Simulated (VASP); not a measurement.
# Lattice of Sb across functionals and dispersion corrections

Aim: relax Sb at several levels and hold each cell against experiment. The levels: PBE, LDA, r2SCAN and PBE + D3(BJ). LASPH is on for some levels and off for others; the table marks which. The start is a cell from a database of measured crystal structures.

Program: VASP 6.6.1. Level of theory: PBE; plane waves and PAW (Sb), in the first sound run; inputs show where later runs differ. Results are calculated unless marked as measured.

**What experiment says.**

For Sb, A7 (Sb-I) (quoted from earlier work, 4 K), “Effect of pressure on the Raman modes of antimony” (2006, arxiv:cond-mat/0608676) quotes earlier work: lattice constant a (a, hexagonal cell) 4.3007 Å.

The database entry behind the starting cell differs from later determinations by our own check (c about 1.5 % short, from a theory paper), so it need not match the best structure at ambient conditions.

## 1. Starting point

Before any relaxation, the start is as follows. Symmetry: R-3m, No. 166, trigonal system. The conventional cell has a = 4.337 Å, b = 4.337 Å, c = 11.105 Å, α = 90.00°, β = 90.00°, γ = 120.00°. Nearest to Sb lie 3 Sb at 2.80 Å.

## 2. Relaxation with PBE

Properties are meant for the cell that this level of theory prefers, so cell and atoms are relaxed first (ISIF = 3) until forces and stress are small; EDIFFG sets the threshold. PBE, the usual starting point, adds the gradient of the density.

INCAR

```
SYSTEM = Sb
PREC = Accurate
ENCUT = 520
EDIFF = 1E-06
NELM = 100
ISMEAR = -1
SIGMA = 0.05
LREAL = .FALSE.
ALGO = Normal
GGA = PE
NBANDS = 11
LORBIT = 11
LWAVE = .FALSE.
LCHARG = .FALSE.
KPAR = 2
IBRION = 2
NSW = 60
ISIF = 3
EDIFFG = -0.01
```

POSCAR

```
Sb
1.0
    2.1682650000      1.2518483814      3.7015700000
   -2.1682650000      1.2518483814      3.7015700000
    0.0000000000     -2.5036967628      3.7015700000
Sb
2
Direct
    0.2231200000      0.2231200000      0.2231200000
    0.7768800000      0.7768800000      0.7768800000
```

KPOINTS

```
Automatic mesh
0
Gamma
6 6 6
0 0 0
```

Potentials, in the order of the species: Sb (PBE family, release 64).

Command:

```sh
$ mpirun -np 2 vasp_std
```

The program printed:

```text
[banner, memory and clock lines left out]
running    2 mpi-ranks, on    1 nodes
 distrk:  each k-point on    1 cores,    2 groups
 distr:  one band on    1 cores,    1 groups

 POSCAR found type information on POSCAR Sb
 POSCAR found :  1 types and       2 ions
 LDA part: xc-table for (Slater+PW92), standard interpolation
 POSCAR, INCAR and KPOINTS ok, starting setup
 FFT: planning ... GRIDC
 FFT: planning ... GRID_SOFT
 FFT: planning ... GRID
 WAVECAR not read
 entering main loop
       N       E                     dE             d eps       ncg     rms          rms(c)
DAV:   1     0.370988687312E+02    0.37099E+02   -0.35890E+03   704   0.715E+02
DAV:   2    -0.600952326909E+01   -0.43108E+02   -0.41586E+02   916   0.113E+02
DAV:   3    -0.807239546548E+01   -0.20629E+01   -0.20560E+01   878   0.283E+01
DAV:   4    -0.809064832208E+01   -0.18253E-01   -0.18251E-01   770   0.322E+00
DAV:   5    -0.809087479438E+01   -0.22647E-03   -0.22647E-03   857   0.397E-01    0.338E+00
DAV:   6    -0.807599499826E+01    0.14880E-01   -0.98283E-03   770   0.562E-01    0.207E+00
DAV:   7    -0.807002978892E+01    0.59652E-02   -0.20023E-02   767   0.811E-01    0.856E-02
DAV:   8    -0.807004785416E+01   -0.18065E-04   -0.15530E-03   779   0.246E-01    0.326E-02
DAV:   9    -0.807006975052E+01   -0.21896E-04   -0.73318E-05   821   0.555E-02    0.166E-02
DAV:  10    -0.807007823508E+01   -0.84846E-05   -0.96146E-06   790   0.202E-02    0.292E-03
DAV:  11    -0.807007823672E+01   -0.16401E-08   -0.12706E-06   712   0.693E-03
   1 F= -.80700782E+01 E0= -.80687338E+01  d E =-.807008E+01
 curvature:   0.00 expect dE= 0.000E+00 dE for cont linesearch  0.000E+00
 trial: gam= 0.00000 g(F)=  0.249E+00 g(S)=  0.434E+00 ort = 0.000E+00 (trialstep = 0.100E+01)
 search vector abs. value=  0.683E+00
 bond charge predicted
       N       E                     dE             d eps       ncg     rms          rms(c)
DAV:   1    -0.856634967252E+01   -0.49627E+00   -0.12294E+01   707   0.164E+01    0.265E+00
DAV:   2    -0.831600603168E+01    0.25034E+00   -0.40600E-01   764   0.384E+00    0.168E+00
DAV:   3    -0.817987736619E+01    0.13613E+00   -0.31494E-01   710   0.249E+00    0.345E-01
DAV:   4    -0.817946712317E+01    0.41024E-03   -0.71513E-03   788   0.573E-01    0.275E-01
DAV:   5    -0.817896822190E+01    0.49890E-03   -0.11819E-03   770   0.197E-01    0.342E-02
DAV:   6    -0.817897706870E+01   -0.88468E-05   -0.85558E-05   773   0.577E-02    0.227E-02
DAV:   7    -0.817898706525E+01   -0.99965E-05   -0.13700E-05   737   0.231E-02    0.946E-03
DAV:   8    -0.817898695010E+01    0.11514E-06   -0.10024E-06   526   0.529E-03
   2 F= -.81789870E+01 E0= -.81773679E+01  d E =-.108909E+00
[... from here on, the cycles between the ionic steps are left out ...]
   3 F= -.82581316E+01 E0= -.82566685E+01  d E =-.188053E+00
   4 F= -.82581734E+01 E0= -.82567147E+01  d E =-.188095E+00
   5 F= -.82849725E+01 E0= -.82837240E+01  d E =-.267991E-01
   6 F= -.82974071E+01 E0= -.82962925E+01  d E =-.392337E-01
   7 F= -.82975322E+01 E0= -.82964190E+01  d E =-.393588E-01
   8 F= -.82976030E+01 E0= -.82965032E+01  d E =-.707758E-04
   9 F= -.82976417E+01 E0= -.82965370E+01  d E =-.109470E-03
  10 F= -.82976775E+01 E0= -.82965727E+01  d E =-.358024E-04
 trial-energy change:   -0.000036  1 .order   -0.000036   -0.000042   -0.000030
 step:   3.6532(harm=  3.6532)  dis= 0.00182  next Energy=    -8.297714 (dE=-0.719E-04)
 bond charge predicted
       N       E                     dE             d eps       ncg     rms          rms(c)
DAV:   1    -0.829774368045E+01   -0.66281E-04   -0.63582E-03   764   0.412E-01    0.319E-02
DAV:   2    -0.829772821623E+01    0.15464E-04   -0.21751E-04   746   0.992E-02    0.199E-02
DAV:   3    -0.829771290572E+01    0.15311E-04   -0.54663E-05   788   0.366E-02    0.348E-03
DAV:   4    -0.829771321426E+01   -0.30854E-06   -0.34103E-06   740   0.119E-02
  11 F= -.82977132E+01 E0= -.82966075E+01  d E =-.715326E-04
 curvature:  -2.13 expect dE=-0.120E-04 dE for cont linesearch -0.779E-07
 trial: gam= 0.12967 g(F)=  0.369E-05 g(S)=  0.193E-05 ort =-0.130E-05 (trialstep = 0.158E+01)
 search vector abs. value=  0.606E-05
 reached required accuracy - stopping structural energy minimisation
```

Wall time 47 s (2 MPI ranks of AMD EPYC 9R45, shared host); peak memory 0.41 GiB; 92 s of CPU time.

Lines that name or quote the potential files are left out of all logs, and their timing lines are given in words.

Parts of OUTCAR (step 2):

```text
ion  position               nearest neighbor table
   1  0.223  0.223  0.223-   2 2.80   2 2.80   2 2.80   2 3.50   2 3.50   2 3.50
   2  0.777  0.777  0.777-   1 2.80   1 2.80   1 2.80   1 3.50   1 3.50   1 3.50

  LATTYP: Found a trigonal (rhomboedric) cell.
 ALAT       =     4.4687937908
 COS(alpha) =     0.5291592045

 Subroutine GETGRP returns: Found 12 space group operations
 (whereof 12 operations were pure point group operations)

The static configuration has the point symmetry D_3d.

 Found     32 irreducible k-points:

   k-points           NKPTS =     32   k-points in BZ     NKDIM =     32   number of bands    NBANDS=     11

   dimension x,y,z NGX =    36 NGY =   36 NGZ =   36
   dimension x,y,z NGXF=    72 NGYF=   72 NGZF=   72

   ENCUT  =  520.0 eV  38.22 Ry    6.18 a.u.   8.31  8.31  8.31*2*pi/ulx,y,z

   NELECT =      10.0000    total number of electrons

 k-points in reciprocal lattice and weights: Automatic mesh
   0.00000000  0.00000000  0.00000000       0.005
   0.16666667 -0.00000000  0.00000000       0.028
   0.33333333 -0.00000000 -0.00000000       0.028
   0.50000000 -0.00000000  0.00000000       0.014
   0.16666667  0.16666667  0.00000000       0.028
   0.33333333  0.16666667  0.00000000       0.056
   0.50000000  0.16666667  0.00000000       0.056
  -0.33333333  0.16666667  0.00000000       0.056
  -0.16666667  0.16666667  0.00000000       0.028
[...]
-0.33333333  0.50000000  0.33333333       0.028
   0.50000000  0.50000000  0.50000000       0.005

 average (electrostatic) potential at core
       1 -86.5568       2 -86.5568

 E-fermi :   6.5012

 k-point     1 :       0.0000    0.0000    0.0000
  band No.  band energies     occupation
      1      -5.7592      2.00000
      2       1.4467      2.00000
      3       4.6099      2.00000
      4       4.8550      2.00000
      5       4.8550      2.00000
      6       8.4125      0.00000
      7       9.0915      0.00000
      8       9.0915      0.00000
      9      11.7690      0.00000
     10      11.7690      0.00000
    ...

 k-point     2 :       0.1667   -0.0000    0.0000
  band No.  band energies     occupation
      1      -5.4712      2.00000
      2       0.4699      2.00000
      3       4.6281      2.00000
      4       4.7707      2.00000
      5       5.1475      2.00000
      6       8.2066      0.00000
      7       8.4695      0.00000
      8       8.5587      0.00000
      9      11.1592      0.00000
     10      11.6583      0.00000
    ...

 k-point     3 :       0.3333   -0.0000   -0.0000
  band No.  band energies     occupation
      1      -4.6290      2.00000
      2      -1.3618      2.00000
      3       4.6330      2.00000
      4       4.6489      2.00000
      5       5.6766      2.00000
      6       7.1678      0.00000
      7       7.3971      0.00000
      8       7.6474      0.00000
      9      12.1429      0.00000
     10      12.9039      0.00000
    ...

  Total       -0.0047236     -0.0047236      0.0059563     -0.0000000      0.0000000      0.0000000
  in kB       -0.1178324     -0.1178324      0.1485804     -0.0000000      0.0000000      0.0000000
  external PRESSURE =      -0.0290281 kB  Pullay stress =       0.0000000 kB

  energy-cutoff  :      520.00
  volume of cell :       64.23
      direct lattice vectors                 reciprocal lattice vectors
     2.189327872  1.264009036  3.868217105     0.228380594  0.131855597  0.086172344
    -2.189327872  1.264009036  3.868217105    -0.228380594  0.131855597  0.086172344
    -0.000000000 -2.528018073  3.868217105     0.000000000 -0.263711195  0.086172344

 POSITION                                       TOTAL-FORCE (eV/Angst)
 -----------------------------------------------------------------------------------
     -0.00000      0.00000      2.68842        -0.000000      0.000000      0.006188
     -0.00000      0.00000      8.91623         0.000000      0.000000     -0.006188
 -----------------------------------------------------------------------------------
    total drift:                               -0.000000      0.000000      0.000000

  FREE ENERGIE OF THE ION-ELECTRON SYSTEM (eV)
  ---------------------------------------------------
  free  energy   TOTEN  =        -8.2977132143 eV

  energy  without entropy=       -8.2955018400  energy(sigma->0) =       -8.29660753

 reached required accuracy - stopping structural energy minimisation

 total charge
# of ion       s       p       d       tot
------------------------------------------
    1        1.218   1.129   0.031   2.378
    2        1.218   1.129   0.031   2.378
--------------------------------------------------
tot          2.437   2.258   0.061   4.756

[... 3 further parts left out ...]
```

CONTCAR:

```
Sb
   1.00000000000000
     2.1893278721329001    1.2640090362952723    3.8682171048607352
    -2.1893278721329001    1.2640090362952723    3.8682171048607352
    -0.0000000000000000   -2.5280180725905446    3.8682171048607352
  Sb
     2
Direct
     0.2316676252507176    0.2316676252507176    0.2316676252507176
     0.7683323747492823    0.7683323747492823    0.7683323747492823
```

The k-mesh is coarse for a metal. The run keeps the 12 symmetry operations of its start, so it cannot find a distortion of lower symmetry.

Step by step:

```
step  energy less that of the first step (eV)  largest force (eV/Å)  pressure (GPa)  volume (Å³)
   1                                   0.0000                1.6075            6.50        60.28
   2                                  -0.1089                0.2247           -4.19        71.59
   3                                  -0.1881                0.3896           -0.92        66.72
   4                                  -0.1881                0.4101           -0.82        66.58
   5                                  -0.2149                0.2323           -0.53        65.67
   6                                  -0.2273                0.0148           -0.18        64.62
   7                                  -0.2275                0.0092           -0.15        64.51
   8                                  -0.2275                0.0264            0.10        64.19
   9                                  -0.2276                0.0124            0.01        64.31
  10                                  -0.2276                0.0109            0.01        64.29
  11                                  -0.2276                0.0062            0.00        64.23
```

```
conventional cell, symmetrised  before   after  change
                         a (Å)   4.337   4.379  +1.0 %
                         b (Å)   4.337   4.379  +1.0 %
                         c (Å)  11.105  11.605  +4.5 %
              volume (Å³/atom)   30.14   32.11  +6.5 %
```

The atoms that moved most (Å, as changes of fractional coordinates times the final cell):

```
atom     dx     dy      dz  length
 Sb1  0.000  0.000   0.099   0.099
 Sb2  0.000  0.000  -0.099   0.099
```

Final coordinates:

```xyz
2
Lattice="2.1893 1.2640 3.8682 -2.1893 1.2640 3.8682 0.0000 -2.5280 3.8682" Properties=species:S:1:pos:R:3 pbc="T T T"
Sb    0.0000    0.0000    2.6884
Sb    0.0000    0.0000    8.9162
```

Numbers from this step:

```
electrons                              : 10
bands                                  : 11
irreducible k-points                   : 32
symmetry operations                    : 12
free energy (TOTEN)                    : -8.298 eV
energy at zero smearing                : -8.297 eV
Fermi energy                           : 6.501 eV
pressure                               : -0.002903 GPa
metallic, judged on the points sampled : yes
SCF cycles over all ionic steps        : 62
```

It ends with a largest force of 0.006 eV/Å and a pressure of 0.00 GPa. The volume lies +6.5 % from that of the database's start. The conventional cell has a = 4.379 and c = 11.605 Å.

(Part 1 of 3 ends here.)

[Lines on the potential files, build, host, timing and source positions are cut from VASP's logs without a mark.]

[Logs are printed without paths, hosts, clocks, repeated set-up lines and the standing remarks that a program may print on its own settings, such as how far it seeks lower states.]

[Hosts, paths, dates, database ids (printed as entryN), source tags and the programs' standing remarks are cut or masked in the printed files.]

[A measured line is paired with the nearest computed mode of its activity, which favours agreement.]

[In band tables of VASP the shares of atoms and orbitals are scaled to a sum of 1 inside the atoms' spheres.]
